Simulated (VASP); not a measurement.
Input:

```
CELL_PARAMETERS angstrom
      0.00000     2.47249     2.47249
      2.47249     0.00000     2.47249
      2.47249     2.47249     0.00000
ATOMIC_POSITIONS crystal
  Hf 0.00000 0.00000 0.00000
  O  0.25000 0.25000 0.25000
  O  0.75000 0.75000 0.75000
```

Method: optB86b-vdW, VASP's PBE PAW potentials (set 64) (plane waves; VASP). Run with 520 eV cut-off, 8×8×8 Γ-centred mesh, Gaussian smearing of 0.050 eV, potentials Hf_pv O.

Unless said otherwise, spin-orbit coupling is left out, though it shifts the bands of the heavy elements here.

Problem. What does the run give for the energy per atom (σ→0), pressure, band gap (on the k-mesh) with the smallest direct gap where there is one?

Solution. 
- band gap (on the k-mesh) = 3.96 eV
- smallest direct gap (on the k-mesh) = 3.96 eV
- energy per atom (σ→0) = -8.342 eV/atom
- pressure = 18.65 GPa

Only differences to runs with the same potentials and settings are physical.

The compound is HfO2 in the fluorite structure, the high-temperature cubic form, which is unstable at 0 K; the monoclinic form is the stable one. This cell is one point of a volume scan, at 0.94 of the reference volume.
